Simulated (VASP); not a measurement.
VASP runs on Hf (hcp) share one base input (PBE GGA, plane waves, VASP's PBE PAW potentials (set 64)) and change the settings named in each case.

POSCAR:
```
Hf
3.190
  0.5000000000  -0.8660253918   0.0000000000
  0.5000000000   0.8660253918   0.0000000000
  0.0000000000   0.0000000000   1.5830721003
Hf
2
Cartesian
  0.5000000000   0.2886757080   0.3957680251
  0.5000000000  -0.2886757080   1.1873040752
```

### INCAR
```
ALGO = Normal
EDIFF = 1E-6
ENCUT = 400
GGA = PE
ISIF = 2
ISMEAR = 1
LASPH = .TRUE.
LCHARG = .FALSE.
LMAXMIX = 6
LREAL = .FALSE.
LWAVE = .FALSE.
NELM = 100
PREC = Accurate
SIGMA = 0.1
SYSTEM = Hf
```

File KPOINTS:
```
Automatic mesh
0
Gamma
12 12 7
0 0 0
```

POTCAR, in this order: Hf_pv (PBE.64 set). Program: vasp_std.

```json
[
 {"change": "base run", "E(σ→0) (eV/atom)": "-9.9234", "pressure (GPa)": "0.94", "−TS (eV)": "-0.0001", "irreducible k-points": "76"},
 {"change": "KGAMMA = .TRUE., KSPACING = 0.5, KPOINTS file removed", "E(σ→0) (eV/atom)": "-9.9213", "pressure (GPa)": "0.30", "−TS (eV)": "-0.0068", "irreducible k-points": "10"},
 {"change": "KGAMMA = .TRUE., KSPACING = 0.2, KPOINTS file removed", "E(σ→0) (eV/atom)": "-9.9234", "pressure (GPa)": "0.94", "−TS (eV)": "-0.0001", "irreducible k-points": "76"},
 {"change": "KGAMMA = .FALSE., KSPACING = 0.25, KPOINTS file removed", "E(σ→0) (eV/atom)": "-9.9232", "pressure (GPa)": "0.91", "−TS (eV)": "0.0014", "irreducible k-points": "90"},
 {"change": "KGAMMA = .FALSE., KSPACING = 0.4, KPOINTS file removed", "E(σ→0) (eV/atom)": "-9.9289", "pressure (GPa)": "0.88", "−TS (eV)": "0.0008", "irreducible k-points": "24"},
 {"change": "KGAMMA = .TRUE., KSPACING = 0.35, KPOINTS file removed", "E(σ→0) (eV/atom)": "-9.9237", "pressure (GPa)": "1.16", "−TS (eV)": "0.0034", "irreducible k-points": "24"}
]
```
 Unless said otherwise, spin-orbit coupling is left out, though it shifts the bands of the heavy elements here.

Left out are runs that ran out of time, are held back, or changed the cell or the kind of run, fixed moments of cells without a moment, rows past the twelfth, gaps on odd meshes, pressures of charged cells and columns that move by less than the noise.

The compound is Hf in the hcp structure. The cell was not relaxed at this level.
